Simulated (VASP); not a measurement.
Computed with PBEsol GGA, VASP's PBE PAW potentials (set 64) (plane waves; VASP).

Input for VASP

### INCAR
```
# general
SYSTEM   =  CdS
PREC     =  Accurate
ENCUT    =  500   # plane-wave cut-off (eV)
LREAL    =  .FALSE.   # projection in real space or not
LASPH    =  .TRUE.   # aspherical one-centre terms

# electronic loop
EDIFF    =  1E-6   # SCF stop (eV)
NELM     =  100   # most electronic steps
ALGO     =  Normal   # blocked Davidson
LMAXMIX  =  4   # l cut-off of mixed one-centre charges

# smearing
ISMEAR   =  0   # Gaussian
SIGMA    =  0.05   # width (eV)

# functional
GGA      =  PS

# ions
IBRION   =  2   # conjugate gradients
NSW      =  40
ISIF     =  3   # ions, shape and volume
EDIFFG   =  -0.02
PSTRESS  =  100

# output
LWAVE    =  .FALSE.
LCHARG   =  .FALSE.
```

### KPOINTS
```
Regular mesh
0
G
 8 8 8
0 0 0
```

### POSCAR
```
CdS
1
   -0.0000000000     2.8017741158     2.8017741158
    2.8017741158    -0.0000000000     2.8017741158
    2.8017741158     2.8017741158     0.0000000000
Cd S
1 1
Direct
  0.0000000000   0.0000000000   0.0000000000
  0.2500000000   0.2500000000   0.2500000000
```

POTCAR, in this order: Cd S (PBE.64 set). Program: vasp_std.

The run wrote:

**OSZICAR**
```
       N       E                     dE             d eps       ncg     rms          rms(c)
DAV:   1     0.112884528384E+03    0.11288E+03   -0.92364E+03   762   0.125E+03
DAV:   2    -0.254599716175E+01   -0.11543E+03   -0.11033E+03   889   0.300E+02
DAV:   3    -0.712881969790E+01   -0.45828E+01   -0.45720E+01   899   0.634E+01
DAV:   4    -0.716055875141E+01   -0.31739E-01   -0.31736E-01   824   0.532E+00
DAV:   5    -0.716099770561E+01   -0.43895E-03   -0.43895E-03   899   0.610E-01    0.108E+01
DAV:   6    -0.668031883198E+01    0.48068E+00   -0.98165E-01  1116   0.165E+01    0.808E+00
DAV:   7    -0.665637112112E+01    0.23948E-01   -0.23041E-01   784   0.409E+00    0.347E+00
DAV:   8    -0.665411384808E+01    0.22573E-02   -0.27712E-02   809   0.267E+00    0.356E-01
DAV:   9    -0.665374369411E+01    0.37015E-03   -0.39112E-03   879   0.117E+00    0.819E-02
DAV:  10    -0.665373940379E+01    0.42903E-05   -0.32075E-04   832   0.301E-01    0.509E-02
DAV:  11    -0.665375894345E+01   -0.19540E-04   -0.41989E-05   804   0.700E-02    0.259E-02
DAV:  12    -0.665376507034E+01   -0.61269E-05   -0.25475E-05   789   0.704E-02    0.110E-02
DAV:  13    -0.665376430322E+01    0.76712E-06   -0.56830E-06   839   0.366E-02
   1 F= -.39082812E+01 E0= -.39082812E+01  d E =-.390828E+01
```

File OUTCAR:
```
------------------------ aborting loop because EDIFF is reached ----------------------------------------
  FORCE on cell =-STRESS in cart. coord.  units (eV):
  Direction    XX          YY          ZZ          XY          YZ          ZX
  --------------------------------------------------------------------------------------
  Total        2.7314686      2.7314686      2.7314686      0.0000000      0.0000000     -0.0000000
  in kB       99.4895428     99.4895428     99.4895428      0.0000000      0.0000000     -0.0000000
  external PRESSURE =      -0.5104572 kB  Pullay stress =     100.0000000 kB
  volume of cell :       43.99
      direct lattice vectors                 reciprocal lattice vectors
     0.000000000  2.801774116  2.801774116    -0.178458355  0.178458355  0.178458355
     2.801774116  0.000000000  2.801774116     0.178458355 -0.178458355  0.178458355
     2.801774116  2.801774116  0.000000000     0.178458355  0.178458355 -0.178458355
  FREE ENERGIE OF THE ION-ELECTRON SYSTEM (eV)
  ---------------------------------------------------
  free  energy   TOTEN  =        -6.6537643032 eV

  energy  without entropy=       -6.6537643032  energy(sigma->0) =       -6.65376430
  enthalpy is  TOTEN    =        -3.9082812364 eV   P V=        2.7454830669

 reached required accuracy - stopping structural energy minimisation
```
(Selected blocks of OUTCAR.)

The structure was generated: CdS was put into the zinc blende type (F-43m), which need not be its known phase. It was relaxed first under an external pressure of 10 GPa.
